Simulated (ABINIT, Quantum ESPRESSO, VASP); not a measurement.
## One structure in several programs: Bi (R-3m, 2 atoms in the cell)

Self-consistent single point, at a second geometry (lattice scaled by 0.98). First geometry:

```
CELL_PARAMETERS angstrom
      4.16582    -2.27500     0.00000
      4.16582     2.27500     0.00000
      2.92342     0.00000     3.73943
ATOMIC_POSITIONS crystal
  Bi 0.23400 0.23400 0.23400
  Bi 0.76600 0.76600 0.76600
```

Shared settings, as Quantum ESPRESSO writes them: occupations = smearing; smearing = fd; degauss = 0.0073499 Ry; K_POINTS = automatic 6 6 6 0 0 0. Potentials and cutoffs stand in the table.

```
code                                                                                 model  ΔF from the first geometry (meV/atom)  pressure (GPa)  largest force (eV/Å)  cutoff
----------------  ------------------------------------------------------------------------  -------------------------------------  --------------  --------------------  ------
VASP                                               PBE, VASP's PBE PAW potentials (set 64)                                   42.7            4.63                 0.365  300 eV
Quantum ESPRESSO           PBE, PseudoDojo standard norm-conserving (PBE) pseudopotentials                                   41.8            5.05                 0.365   70 Ry
ABINIT            PBE, norm-conserving pseudopotentials (PseudoDojo nc-sr-05 PBE standard)                                   41.8            5.02                 0.365   66 Ry
```

For VASP (by 0.5 GPa) the energy change implies a higher mean pressure, against the two pressures, than for the other programs: a sign of finite-basis (Pulay) stress.

On VASP's run: spin-orbit coupling is off.

The spread over the programs that give each value: ΔF from the first geometry within 0.9 meV/atom; pressure within 0.42 GPa; largest force within 0.000 eV/Å.

VASP's run is marked for a possible Pulay error in its stress at this cutoff; no cutoff test was made.

The starting cell has typed, rounded lattice constants, without a prior relaxation at this level. For this run, on top of that: lattice scaled by 0.98.

Left out of this page: Ansatz, GPAW, CP2K, Elk, FLEUR and SIESTA (not drawn, or without a comparable value).
